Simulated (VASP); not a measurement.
Level of theory: LDA (Ceperley-Alder, Perdew-Zunger), VASP's LDA PAW potentials (set 64) (plane waves; VASP 6.6.1).

A VASP calculation is set up with these files.

INCAR:
```
# general
SYSTEM   =  AuZn
PREC     =  Accurate
ENCUT    =  500
LREAL    =  .FALSE.
LASPH    =  .TRUE.

# electronic loop
EDIFF    =  1E-6
NELM     =  100
ALGO     =  Normal
LMAXMIX  =  6

# smearing
ISMEAR   =  1
SIGMA    =  0.1

# ions
IBRION   =  2
NSW      =  40
ISIF     =  3
EDIFFG   =  -0.02
PSTRESS  =  450

# output
LWAVE    =  .FALSE.
LCHARG   =  .FALSE.
```

POSCAR:
```
AuZn
1.0
  2.9666612343   0.0000000000   0.0000000000
  0.0000000000   2.9666612343   0.0000000000
  0.0000000000   0.0000000000   2.9666612343
Zn Au
1 1
Cart
  1.4833306172   1.4833306172   1.4833306172
  0.0000000000   0.0000000000   0.0000000000
```

**KPOINTS**
```
Automatic mesh
0
Gamma
12 12 12
0 0 0
```

POTCAR, in this order: Zn Au (LDA.64 set). Program: vasp_std.

The run wrote:

**OSZICAR**
```
       N       E                     dE             d eps       ncg     rms          rms(c)
DAV:   1     0.121594349349E+03    0.12159E+03   -0.11826E+04  2632   0.205E+03
DAV:   2    -0.346303216497E+01   -0.12506E+03   -0.12122E+03  2660   0.348E+02
DAV:   3    -0.703864845697E+01   -0.35756E+01   -0.35682E+01  2982   0.677E+01
DAV:   4    -0.706161731403E+01   -0.22969E-01   -0.22966E-01  3059   0.469E+00
DAV:   5    -0.706185604644E+01   -0.23873E-03   -0.23873E-03  3024   0.481E-01    0.145E+01
DAV:   6    -0.652486783865E+01    0.53699E+00   -0.15054E+00  2632   0.152E+01    0.842E+00
DAV:   7    -0.647088130610E+01    0.53987E-01   -0.67140E-02  3309   0.543E+00    0.364E+00
DAV:   8    -0.645972066731E+01    0.11161E-01   -0.94210E-03  2912   0.123E+00    0.189E-01
DAV:   9    -0.645971397928E+01    0.66880E-05   -0.20665E-04  3044   0.383E-01    0.561E-02
DAV:  10    -0.645972310562E+01   -0.91263E-05   -0.20887E-05  2842   0.504E-02    0.244E-02
DAV:  11    -0.645972228560E+01    0.82002E-06   -0.52144E-07  1673   0.133E-02
   1 F= 0.87368493E+00 E0= 0.87388836E+00  d E =0.873685E+00
       N       E                     dE             d eps       ncg     rms          rms(c)
DAV:   1    -0.142519546267E+02   -0.77922E+01   -0.12661E+02  2821   0.219E+02    0.283E+01
DAV:   2    -0.580975461101E+01    0.84422E+01   -0.36061E+01  2646   0.190E+02    0.771E+00
DAV:   3    -0.489694005428E+01    0.91281E+00   -0.58368E+00  3003   0.749E+01    0.490E+00
DAV:   4    -0.474453584792E+01    0.15240E+00   -0.32193E-01  3529   0.206E+01    0.286E+00
DAV:   5    -0.465635220535E+01    0.88184E-01   -0.10319E-01  3713   0.171E+01    0.281E-01
DAV:   6    -0.465805675655E+01   -0.17046E-02   -0.24524E-02  2864   0.277E+00    0.193E-01
DAV:   7    -0.465809123417E+01   -0.34478E-04   -0.74532E-04  3227   0.652E-01    0.325E-02
DAV:   8    -0.465809154602E+01   -0.31185E-06   -0.66525E-05  3392   0.149E-01    0.680E-03
DAV:   9    -0.465809137757E+01    0.16845E-06   -0.31389E-06  2222   0.215E-02
   2 F= 0.14455330E+01 E0= 0.14455247E+01  d E =0.571848E+00
       N       E                     dE             d eps       ncg     rms          rms(c)
DAV:   1    -0.111445395415E+02   -0.64864E+01   -0.79072E+01  2562   0.211E+02    0.142E+01
DAV:   2    -0.682972070225E+01    0.43148E+01   -0.10776E+01  3038   0.665E+01    0.858E+00
DAV:   3    -0.632390464391E+01    0.50582E+00   -0.10352E+00  3015   0.158E+01    0.484E+00
DAV:   4    -0.622481738896E+01    0.99087E-01   -0.91590E-02  3629   0.589E+00    0.138E+00
DAV:   5    -0.621256309563E+01    0.12254E-01   -0.11041E-02  3756   0.171E+00    0.732E-02
DAV:   6    -0.621266775745E+01   -0.10466E-03   -0.77658E-04  2956   0.352E-01    0.490E-02
DAV:   7    -0.621267771924E+01   -0.99618E-05   -0.50390E-05  3705   0.152E-01    0.925E-03
DAV:   8    -0.621267734356E+01    0.37569E-06   -0.69342E-06  2562   0.537E-02
   3 F= 0.81778898E+00 E0= 0.81805306E+00  d E =-.558959E-01
       N       E                     dE             d eps       ncg     rms          rms(c)
DAV:   1    -0.620016691685E+01    0.12511E-01   -0.15338E-02  2667   0.266E+00    0.221E-01
DAV:   2    -0.619921930946E+01    0.94761E-03   -0.27064E-03  2996   0.155E+00    0.912E-02
DAV:   3    -0.619913505099E+01    0.84258E-04   -0.19933E-04  2611   0.187E-01    0.532E-02
DAV:   4    -0.619912023001E+01    0.14821E-04   -0.89651E-06  3474   0.125E-01    0.298E-02
DAV:   5    -0.619911256605E+01    0.76640E-05   -0.63042E-06  3444   0.591E-02    0.200E-03
DAV:   6    -0.619911258634E+01   -0.20280E-07   -0.92766E-07  1296   0.139E-02
   4 F= 0.81761079E+00 E0= 0.81787706E+00  d E =-.560741E-01
```

### OUTCAR
```
------------------------ aborting loop because EDIFF is reached ----------------------------------------
  FORCE on cell =-STRESS in cart. coord.  units (eV):
  Direction    XX          YY          ZZ          XY          YZ          ZX
  --------------------------------------------------------------------------------------
  Total        6.9784501      6.9784501      6.9784501      0.0000000      0.0000000     -0.0000000
  in kB      447.5454381    447.5454381    447.5454381      0.0000000      0.0000000     -0.0000000
  external PRESSURE =      -2.4545619 kB  Pullay stress =     450.0000000 kB
  volume of cell :       24.98
      direct lattice vectors                 reciprocal lattice vectors
     2.923327518  0.000000000  0.000000000     0.342075937 -0.000000000  0.000000000
     0.000000000  2.923327518  0.000000000    -0.000000000  0.342075937  0.000000000
    -0.000000000 -0.000000000  2.923327518    -0.000000000 -0.000000000  0.342075937
 POSITION                                       TOTAL-FORCE (eV/Angst)
 -----------------------------------------------------------------------------------
      1.46166      1.46166      1.46166        -0.000000     -0.000000      0.000000
      0.00000      0.00000      0.00000         0.000000      0.000000      0.000000
 -----------------------------------------------------------------------------------
    total drift:                                0.000000      0.000000     -0.000000
  FREE ENERGIE OF THE ION-ELECTRON SYSTEM (eV)
  ---------------------------------------------------
  free  energy   TOTEN  =        -6.1991125863 eV

  energy  without entropy=       -6.1983137814  energy(sigma->0) =       -6.19884632
  enthalpy is  TOTEN    =         0.8176107916 eV   P V=        7.0167233779

 reached required accuracy - stopping structural energy minimisation
```
(Selected blocks of OUTCAR.)

### CONTCAR
```
AuZn
   1.00000000000000
     2.9233275181086538    0.0000000000000000    0.0000000000000000
     0.0000000000000000    2.9233275181086538    0.0000000000000000
    -0.0000000000000000   -0.0000000000000000    2.9233275181086538
  Zn              Au
     1     1
Direct
     0.5000000000000000    0.5000000000000000    0.5000000000000000
     0.0000000000000000    0.0000000000000000    0.0000000000000000
```

Energy and stress use the plane-wave basis of the starting cell.

The compound is AuZn in the CsCl type structure. This run relaxes it under an external pressure of 45 GPa. Symmetry was kept, so distortions that lower it aren't found. The electron count is odd and the run is not spin-polarised, which forces a metal.
